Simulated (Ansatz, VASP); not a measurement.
# EuCd: VASP beside Ansatz

One calculation is typed for both programs; each brings its own data sets. How far apart do they land? The cell is taken from a series of runs on this material, whose earlier steps may have relaxed, scaled, displaced or heated it; both programs get it as it stands.

Method: plane waves, with VASP 6.6.1 beside it; relaxation of cell and atoms at PBEsol and zone-centre phonons at PBEsol, in Ansatz 0.2.0.

## 1. The structure

It takes space group Pm-3m (No. 221, cubic). The conventional cell has a = 3.834 Å, b = 3.834 Å, c = 3.834 Å, α = 90.00°, β = 90.00°, γ = 90.00°. Eu has 8 Cd at 3.32 Å nearest. Nearest to Cd lie 8 Eu at 3.32 Å. Farther neighbours are not listed.

## 2. Ansatz: relaxation of cell and atoms, PBEsol

Ansatz runs on its default PAW (the set named soft_2) files.

The relaxed volume is the usual yardstick between codes: in a stiff, nearly cubic crystal its relative difference is about their pressure difference at one cell divided by the bulk modulus.

File input.yaml:

```yaml
crystal:
  lattice:
    - [3.8341447601, 0.0, 0.0]
    - [0.0, 3.8341447601, 0.0]
    - [0.0, 0.0, 3.8341447601]
  atoms:
    - { symbol: Eu, position: [0.5, 0.5, 0.5], spin: 7.49 }
    - { symbol: Cd, position: [0.0, 0.0, 0.0] }
kpoints:
  mp_grid: { grid: [12, 12, 12] }
hamiltonian:
  xc: pbesol
scf:
  occupations: { method: gaussian, width: 0.15 }
output:
  forces: true
  stress: true
  eigenvalues: true
  populations: true
magnetization:
  spin_polarized: true
relax:
  adjacent_minimum: "off"
  f_tol: 0.001
  max_steps: 60
  cell: { stress_tol: 0.01 }
```

Started as:

```bash
> ansatz run input.yaml --threads 8 --pin off --max-ram 14336MiB --backend cpu --events-out ev --progress --plain --runs-dir out
```

Numbers of over 12 decimals in the logs are rounded to 6 here.

The program printed:

```text
Warning: where an SCF of this run starts from atoms to list the orders of its open shells, Eu (site 0, from 0) starts with 6.32 μB on its 4f shell and 0.68 μB on its 5d shell, in the place of the 7.49 μB that the deck gives it: its open shells can hold no more by Hund's first rule. To start from spheres of the given moment, type scf.initial_density.shell_occupations: []
Eu: projections on atomic orbitals take those of the free atom [Kr 4d10] 4f7 5s2 5p6 5d0 6s2, of charge +0.00 (hamiltonian.pseudopotentials.projection_atoms); the dataset's partial waves leave at most 1.0e-3 of an orbital's norm unspanned inside its sphere
Engine: ansatz 0.2.0, aarch64-unknown-linux-gnu
Pseudopotentials: kind: paw
Pseudopotential: Eu, paw, valence charge 17, recommended cutoff 420 eV (normal), Eu.paw.azcp
Pseudopotential: Cd, paw, valence charge 20, recommended cutoff 420 eV (normal), Cd.paw.azcp
Functional definition: PBEsol
  exchange = pbesol_x
  correlation = pbesol_c
Crystal: 2 atoms, lattice volume = 56.364 Å³
Basis set: ecut = 420 eV, 1141 PW (Γ), exchange–correlation on 54×54×54 points (8 copies of the dense FFT grid, shifted against one another)
Bands: 27, of which v1, the nominal top of the filled ones, is band 19 counted from 1 (18 counted from 0)
Symmetry: 48 space group operations
Space group: Pm-3m (ITA 221), of the structure as read, at distance tolerance 3.8e-5 Å
Magnetic group: BNS 221.92 (UNI 1594), of the structure as read, at distance tolerance 3.8e-5 Å
k-points: 84 of 1728
Non-local potential: Eu, projectors of the file, l = 0: 3, l = 1: 2, l = 2: 2, l = 3: 3
Non-local potential: Cd, projectors of the file, l = 0: 3, l = 1: 2, l = 2: 2, l = 3: 1
PAW form: soft (Blöchl's): semilocal exchange-correlation on the pseudo side does not see the compensation charge
PAW frozen core: Eu, regenerated for the run's functional, and the local potential with it (the file was generated under x = pbe(κ = 0.804, μ = 0.219515), c = pbe(β = 0.066725))
PAW frozen core: Cd, regenerated for the run's functional, and the local potential with it (the file was generated under x = pbe(κ = 0.804, μ = 0.219515), c = pbe(β = 0.066725))
PAW one-centre angular grid: Eu, 590 points (default); XC on 64 Gauss nodes
PAW one-centre angular grid: Cd, 590 points (default); XC on 64 Gauss nodes
Initial density: superposition of atomic densities (chi_scale 0.1, normalization cell)
Starting moments: Σ|m| = 7.49 μB on 1 of 2 sites
Initial wavefunctions: pseudopotential atomic-orbital guess
Functional: x = pbesol(κ = 0.804, μ = 0.123457), c = pbesol(β = 0.046)
SCF iter   1: F=—  HF=-16848.664823 eV  |F-HF|=—  |Δ(HF+E_count)|=         —  Δρ=4.03e-2 (↑4.03e-2 ↓2.34e-2)  dr2=1.27e0  dr2_m=3.40e-1  M=7.066 μB ∫|m|=7.068 μB  β_m=0.30  ethr=3.10e-3  ⟨swp⟩=4.5  Hψ=15895  notcnv=0
Mixer restart at iter 1: flushing history
preconditioner: auto → Kerker (q_TF=auto, 2.543 Å⁻¹)  [metal: Δε(μ)=0.003 eV  Ē_g=10.952 eV  σ=0.150 eV  W_gap=0.01  n_scr=18 (ndim 8)  ℏωp=25.7 eV  f_vac=0.000  D(μ)=6.18/eV (n_scr^D=80)]
spin=Collinear: Kerker preconditioning applied to the charge; magnetization (m = ρ↑ − ρ↓) channel mixes plain (no charge-response kernel on spin).
SCF iter   2: F=—  HF=-16848.776152 eV  |F-HF|=—  |Δ(HF+E_count)|=   1.11e-1  Δρ=2.48e-2 (↑2.48e-2 ↓1.49e-2)  dr2=4.96e-1  dr2_m=1.42e-1  M=7.025 μB ∫|m|=7.027 μB  β_m=0.48  ethr=3.10e-3  ⟨swp⟩=2.3  Hψ=7928  notcnv=0  defer=137
SCF iter   3: F=—  HF=-16849.025126 eV  |F-HF|=—  |Δ(HF+E_count)|=   2.49e-1  Δρ=1.36e-2 (↑1.36e-2 ↓4.72e-3)  dr2=1.21e-1  dr2_m=2.98e-2  M=7.009 μB ∫|m|=7.011 μB  β_m=0.63  ethr=1.34e-3  ⟨swp⟩=2.5  Hψ=8287  notcnv=0  defer=141
SCF iter   4: F=—  HF=-16849.185202 eV  |F-HF|=—  |Δ(HF+E_count)|=   1.60e-1  Δρ=5.36e-3 (↑5.36e-3 ↓1.94e-3)  dr2=3.58e-2  dr2_m=2.33e-3  M=7.022 μB ∫|m|=7.024 μB  β_m=0.81  ethr=3.28e-4  ⟨swp⟩=2.2  Hψ=9586  notcnv=0  defer=125
SCF iter   5: F=—  HF=-16849.224056 eV  |F-HF|=—  |Δ(HF+E_count)|=   3.89e-2  Δρ=2.74e-3 (↑2.74e-3 ↓1.39e-3)  dr2=1.33e-2  dr2_m=4.13e-4  M=7.053 μB ∫|m|=7.054 μB  β_m=0.89  ethr=9.69e-5  ⟨swp⟩=2.0  Hψ=8610  notcnv=0  defer=126
SCF iter   6: F=—  HF=-16849.224027 eV  |F-HF|=—  |Δ(HF+E_count)|=   2.84e-5  Δρ=6.61e-4 (↑6.61e-4 ↓5.43e-4)  dr2=7.51e-4  dr2_m=2.68e-5  M=7.062 μB ∫|m|=7.064 μB  β_m=0.95  ethr=3.59e-5  ⟨swp⟩=2.0  Hψ=8205  notcnv=0  defer=127
SCF iter   7: F=—  HF=-16849.224309 eV  |F-HF|=—  |Δ(HF+E_count)|=   2.81e-4  Δρ=1.54e-4 (↑1.54e-4 ↓1.14e-4)  dr2=4.30e-5  dr2_m=3.89e-6  M=7.059 μB ∫|m|=7.060 μB  β_m=0.97  ethr=2.03e-6  ⟨swp⟩=2.0  Hψ=8005  notcnv=0  defer=127
SCF iter   8: F=—  HF=-16849.221988 eV  |F-HF|=—  |Δ(HF+E_count)|=   2.32e-3  Δρ=1.41e-4 (↑1.41e-4 ↓2.48e-5)  dr2=1.00e-5  dr2_m=2.67e-6  M=7.058 μB ∫|m|=7.059 μB  β_m=0.96  ethr=1.16e-7  ⟨swp⟩=2.0  Hψ=7146  notcnv=0  defer=127
[...]
iter 11 did not close the SCF: its close was put off until two iterations running show no level that it waits for move by more than its bar (scf_convergence_deferred on its scf_iter line)
[...]
SCF 1 converged in 13 iterations: F = -16849.222004 eV  dr2 = 3.28e-11
[...]
preconditioner: auto → Kerker (q_TF=auto, 2.543 Å⁻¹)  [metal: Δε(μ)=0.005 eV  Ē_g=11.358 eV  σ=0.150 eV  W_gap=0.02  n_scr=18 (ndim 8)  ℏωp=25.7 eV  f_vac=0.000  D(μ)=2.03/eV (n_scr^D=18)]
spin=Collinear: Kerker preconditioning applied to the charge; magnetization (m = ρ↑ − ρ↓) channel mixes plain (no charge-response kernel on spin).
SCF iter   2: F=—  HF=-16849.222004 eV  |F-HF|=—  |Δ(HF+E_count)|=   3.11e-6  Δρ=4.54e-7 (↑4.54e-7 ↓9.87e-8)  dr2=9.29e-11  dr2_m=3.16e-11  M=7.056 μB ∫|m|=7.058 μB  β_m=0.30  ethr=1.81e-13 (applied; sched 1.00e-12)  ⟨swp⟩=3.9  Hψ=11932  notcnv=0
SCF iter   3: F=—  HF=-16849.222004 eV  |F-HF|=—  |Δ(HF+E_count)|=  3.64e-11  Δρ=1.87e-7 (↑1.87e-7 ↓5.61e-8)  dr2=1.66e-11  dr2_m=5.99e-12  M=7.056 μB ∫|m|=7.058 μB  β_m=0.55  ethr=2.51e-13 (applied; sched 1.00e-12)  ⟨swp⟩=2.0  Hψ=5428  notcnv=0
SCF iter   4: F=—  HF=-16849.222004 eV  |F-HF|=—  |Δ(HF+E_count)|=    0.00e0  Δρ=7.39e-8 (↑7.39e-8 ↓3.41e-8)  dr2=3.19e-12  dr2_m=1.12e-12  M=7.056 μB ∫|m|=7.058 μB  β_m=0.78  ethr=4.49e-14 (applied; sched 1.00e-12)  ⟨swp⟩=2.0  Hψ=5729  notcnv=0
SCF iter   5: F=—  HF=-16849.222004 eV  |F-HF|=—  |Δ(HF+E_count)|=    0.00e0  Δρ=5.98e-8 (↑5.98e-8 ↓2.44e-8)  dr2=2.11e-12  dr2_m=6.78e-13  M=7.056 μB ∫|m|=7.058 μB  β_m=0.82  ethr=8.62e-15 (applied; sched 1.00e-12)  ⟨swp⟩=1.6  Hψ=5140  notcnv=0
SCF iter   6: F=—  HF=-16849.222004 eV  |F-HF|=—  |Δ(HF+E_count)|=  3.64e-12  Δρ=4.09e-8 (↑4.09e-8 ↓1.74e-8)  dr2=9.85e-13  dr2_m=3.22e-13  M=7.056 μB ∫|m|=7.058 μB  β_m=0.64  ethr=5.69e-15 (applied; sched 1.00e-12)  ⟨swp⟩=1.8  Hψ=5223  notcnv=0
SCF iter   7: F=—  HF=-16849.222004 eV  |F-HF|=—  |Δ(HF+E_count)|=    0.00e0  Δρ=3.15e-8 (↑3.15e-8 ↓1.37e-8)  dr2=5.67e-13  dr2_m=2.01e-13  M=7.056 μB ∫|m|=7.058 μB  β_m=0.45  ethr=2.66e-15 (applied; sched 1.00e-12)  ⟨swp⟩=1.4  Hψ=4889  notcnv=0
SCF iter   8: F=—  HF=-16849.222004 eV  |F-HF|=—  |Δ(HF+E_count)|=  3.64e-12  Δρ=2.33e-8 (↑2.33e-8 ↓1.01e-8)  dr2=3.13e-13  dr2_m=1.11e-13  M=7.056 μB ∫|m|=7.058 μB  β_m=0.35  ethr=2.16e-15 (applied; sched 1.00e-12)  ⟨swp⟩=1.3  Hψ=4809  notcnv=0
SCF iter   9: F=—  HF=-16849.222004 eV  |F-HF|=—  |Δ(HF+E_count)|=  3.64e-12  Δρ=7.35e-9 (↑7.35e-9 ↓3.23e-9)  dr2=3.20e-14  dr2_m=1.16e-14  M=7.056 μB ∫|m|=7.058 μB  β_m=0.35  ethr=2.16e-15 (applied; sched 1.00e-12)  ⟨swp⟩=2.0  Hψ=5976  notcnv=0
SCF iter  10: F=-16849.222004 eV  HF=-16849.222004 eV  |F-HF|=3.64e-12  |Δ(HF+E_count)|=    0.00e0  Δρ=1.48e-9 (↑1.48e-9 ↓6.64e-10)  dr2=1.40e-15  dr2_m=4.40e-16  M=7.056 μB ∫|m|=7.058 μB  ethr=1.00e-12  ⟨swp⟩=3.1  Hψ=14224  notcnv=0
SCF 2 converged in 10 iterations: F = -16849.222004 eV  dr2 = 1.40e-15
relax step   2: F+E_penalty+E_count = -16849.22200430 eV  Δ(F+E_penalty+E_count) = -3.274e-11 eV  max|allowed force component| = 1.475e-28 eV/Å  Δτ_max = 0.0000 Å  P = -0.003 GPa  Ω = 56.364 Å³  stress off target by 3.14e-3 GPa  SCF on the basis re-selected at this cell (its energy is not comparable with the rows above)  (10 SCF iters)
basis re-selected at this cell: Δ(F+E_penalty+E_count) = -3.274e-11 eV, ΔP = +0.000 GPa vs the last step (what re-selecting the basis moved, of the pressure what is left beyond the Pulay correction that the steps carried, after the strain that the cell walked since its last selection, with what the two solves' SCF thresholds leave and, on support functions, any second-order correction that the steps lacked; it is no  [...]
SCF converged after 10 iterations
Magnetization: 7.0564 μB (22.0282 up, 14.9718 down)
Absolute magnetization: 7.0585 μB (∫|ρ↑−ρ↓|, with the PAW one-centre terms)
Spin contamination: 0.0180 ħ² per cell (⟨S²⟩ above its minimum at these occupations)
Per-site moments (μB) at R_I (Å): [(6.801959, 1.369693), (0.036307, 1.369693)]
Free energy (F): -16849.222004 eV
Harris-Foulkes:  -16849.222004 eV  (|F-HF|=3.64e-12)
Internal energy: -16849.199168 eV  (E = F + TS)
E sigma→0 (E₀):  -16849.210586 eV
Entropy (-TS):   -0.022836 eV (-11.418 meV/atom)
Fermi energy:    12.315630 eV
--- Per-component energies (eV) ---
  E_band       = -422.610643
  E_kinetic    = 859.071573
  E_local      = -5136.042650  (includes V_loc(G=0)·N_el)
  E_nonlocal   = 506.214024
  E_hartree    = 2265.599300
  E_xc         = -353.000268
  E_vxc        = -425.483805  (∫ρ·V_xc dr)
  E_paw        = -10297.024458  (= ΣΔE_a)
  E_vpaw       = -757.568397  (= ΣTr[D̂ρ^β])
  E_aug_tail   = 0.000012  (compensation charges beyond the density's cutoff)
  E_ewald      = -4694.945492
  E_core_change = 0.928791  (= ΣΔE_core)
  E_smearing   = -0.022836  (= −TS)
  E_closure    = -0.000000  (closes the sum)
  Σ components = -16849.222004   (vs F -16849.222004, Δ=0.00e0)
--- Forces (eV/Å), atoms counted from 1 ---
  atom   1  Eu     0.00000000     0.00000000     0.00000000
  atom   2  Cd    -0.00000000     0.00000000    -0.00000000
  max |Σ_I F_I| component: 2.60e-28 eV/Å
--- Stress (GPa, compression-positive) ---
       -0.003143       0.000000       0.000000
        0.000000      -0.003143       0.000000
        0.000000       0.000000      -0.003143
  P = ⅓ Tr σ = -0.0031 GPa (-0.031 kbar)
--- Band table (eV; the first three rows and the last of 168) ---
  k-point 0 ↑: bands = [... 15 lower, 11.9242, 11.9242, 11.9482, 11.9482, 11.9482, 11.9923, 12.6891, 12.6891, ... 4 higher]
  k-point 1 ↑: bands = [... 15 lower, 11.9287, 11.9287, 11.9451, 11.9514, 11.9514, 11.9924, 12.6609, 12.7048, ... 4 higher]
  k-point 2 ↑: bands = [... 15 lower, 11.9370, 11.9408, 11.9408, 11.9614, 11.9614, 11.9927, 12.4622, 12.7482, ... 4 higher]
  k-point 83 ↓: bands = [... 15 lower, 11.1706, 11.7836, 16.4106, 16.4106, 16.4106, 16.6703, 16.6703, 16.6703, ... 4 higher]
--- Relaxed structure (1 steps of the walk, 1 accepted, 1 SCFs on fresh bases) ---
  F+E_penalty+E_count = -16849.22200430 eV   max|allowed force component| = 1.475e-28 eV/Å   (the final SCF, on the basis selected at the relaxed cell)
  cell:  # Å, volume = 56.3645 Å³
    - [3.8341447601, 0.0, 0.0]
    - [0.0, 3.8341447601, 0.0]
    - [0.0, 0.0, 3.8341447601]
  atoms:
    - { symbol: Eu, position: [0.500000, 0.500000, 0.500000] }
    - { symbol: Cd, position: [0.0, 0.0, 0.0] }
--- Löwdin populations: 2 sites ---
  site symbol       q [e]    m [muB]
     0     Eu     17.7988     7.0439
     1     Cd     18.9512    -0.0109
  spilling = 0.006756 (of n_electrons = 37.000000)
```

(Continued in part 2 of 2.)

[Lines on the potential files, build, host, timing and source positions are cut from VASP's logs without a mark.]

[Logs are printed without paths, hosts, clocks, repeated set-up lines and the standing remarks that a program may print on its own settings, such as how far it seeks lower states.]

[Hosts, paths, dates, database ids (printed as entryN), source tags and the programs' standing remarks are cut or masked in the printed files.]
